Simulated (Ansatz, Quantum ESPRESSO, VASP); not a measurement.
# One structure in several programs: La₂Ni₂I (P1, 5 atoms in the cell)

Self-consistent single point, at a second geometry (lattice scaled by 0.98). First geometry:

```
La2Ni2I
1.0
    4.12222     0.00000     0.00000
   -2.06111     3.56995     0.00000
    0.00000     0.00000     8.85892
La Ni I
2 2 1
Cartesian
 -0.01861   0.03801   1.82327
 -0.10194  -0.01369   7.00984
  0.02475   2.33272  -0.01999
  2.11334   1.21125   0.01921
  2.10469   1.19164   4.45604
```

Shared settings, as Ansatz (an electronic-structure program) writes them: kpoints.mp_grid.grid = 5 5 2; scf.occupations.method = gaussian; scf.occupations.width = 0.1 eV. Potentials and cutoffs stand in the table.

| code | model | ΔF from the first geometry (meV/atom) | pressure (GPa) | largest force (eV/Å) | cutoff |
|---|---|---|---|---|---|
| Ansatz | LDA (PW92), PAW files made with PBE | -24.6 | -0.56 | 0.505 | 420 eV |
| VASP | LDA (PZ), VASP's LDA PAW potentials (set 64) | -24.8 | -0.70 | 0.507 | 300 eV |
| Quantum ESPRESSO | LDA (PZ), GBRV 1.5 ultrasoft (LDA) pseudopotentials | -23.5 | -0.44 | 0.516 | 50 Ry |

Size of the force on each atom (eV/Å): Sizes of forces hide their directions.

| code | La1 | La2 | Ni3 | Ni4 | I5 |
|---|---|---|---|---|---|
| Ansatz | 0.236 | 0.194 | 0.451 | 0.505 | 0.185 |
| VASP | 0.236 | 0.197 | 0.452 | 0.507 | 0.185 |
| Quantum ESPRESSO | 0.259 | 0.205 | 0.460 | 0.516 | 0.186 |

On Ansatz's run: spin-orbit coupling is off. Spin polarisation is off; with an odd number of electrons in the cell that forces a metal, and a magnetic state may lie lower.

The spread over the programs that give each value: ΔF from the first geometry within 1.3 meV/atom; pressure within 0.26 GPa; largest force within 0.011 eV/Å.

Ansatz's pressure is given at a fixed set of plane waves, as the other plane-wave codes print theirs. The same LDA comes in different parametrisations, which differ slightly.

The shared mesh is coarse (it stands for a supercell whose shortest vector is 17 Å), so the values are not converged in it.

VASP's run is marked for a possible Pulay error in its stress at this cutoff; no cutoff test was made.

The starting cell comes from a database of computed structures (which also holds hypothetical and non-ambient phases and stackings), without a prior relaxation at this level. Its atoms were displaced at random from the sites of space group no. 187. For this run, on top of that: lattice scaled by 0.98.

Left out of this page: GPAW and CP2K (not drawn, or without a comparable value).

Keys are those of Ansatz 0.2.
